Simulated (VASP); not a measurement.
These are PBE GGA, VASP's PBE PAW potentials (set 64) (plane waves; VASP 6.6.1) values and carry that method's errors.

VASP ran on this input.

File POSCAR:
```
CoSi2
1
    0.0000000000     2.6767945495     2.6767945495
    2.6767945495     0.0000000000     2.6767945495
    2.6767945495     2.6767945495    -0.0000000000
Co Si
1 2
Direct
  0.0000000000   0.0000000000   0.0000000000
  0.2500000000   0.2500000000   0.2500000000
  0.7500000000   0.7500000000   0.7500000000
```

INCAR:
```
SYSTEM = CoSi2
PREC = Accurate
ENCUT = 400
EDIFF = 1E-6
NELM = 100
ALGO = Normal
LREAL = .FALSE.
LASPH = .TRUE.
ISMEAR = 1
SIGMA = 0.1
GGA = PE
LMAXMIX = 4
LWAVE = .FALSE.
LCHARG = .FALSE.
IBRION = 2
ISIF = 3
NSW = 60
EDIFFG = -0.02
```

**KPOINTS**
```
K-points
0
G
  9 9 9
0 0 0
```

POTCAR, in this order: Co Si (PBE.64 set). Program: vasp_std.

Question: Predict the energy per atom (σ→0), volume per atom, band gap (on the k-mesh).

Answer: 
```json
{
  "energy per atom (σ→0)": "-6.430 eV/atom",
  "band gap (on the k-mesh)": "none (metal, semimetal or under 0.01 eV)",
  "volume_per_atom": "12.81 Å³/atom"
}
```

### OSZICAR
```
...
       N       E                     dE             d eps       ncg     rms          rms(c)
DAV:   1    -0.192912261733E+02   -0.14949E-02   -0.15527E-02   952   0.252E+00    0.346E-01
DAV:   2    -0.192955125873E+02   -0.42864E-02   -0.43760E-02  1112   0.454E+00    0.616E-01
DAV:   3    -0.192898917070E+02    0.56209E-02   -0.22514E-02  1108   0.332E+00    0.602E-02
DAV:   4    -0.192898729455E+02    0.18762E-04   -0.38464E-04   860   0.161E-01    0.236E-02
DAV:   5    -0.192898668465E+02    0.60990E-05   -0.20413E-05  1196   0.877E-02    0.786E-03
DAV:   6    -0.192898665894E+02    0.25710E-06   -0.13692E-06   508   0.152E-02
   3 F= -.19289867E+02 E0= -.19289695E+02  d E =-.103609E-03
```

The compound is CoSi2 in the fluorite structure. This run relaxes it. Symmetry was kept, so distortions that lower it aren't found. The start is the result of an earlier pass. The run is not spin-polarised, so no magnetic state was tried. The electron count is odd and the run is not spin-polarised, which forces a metal.
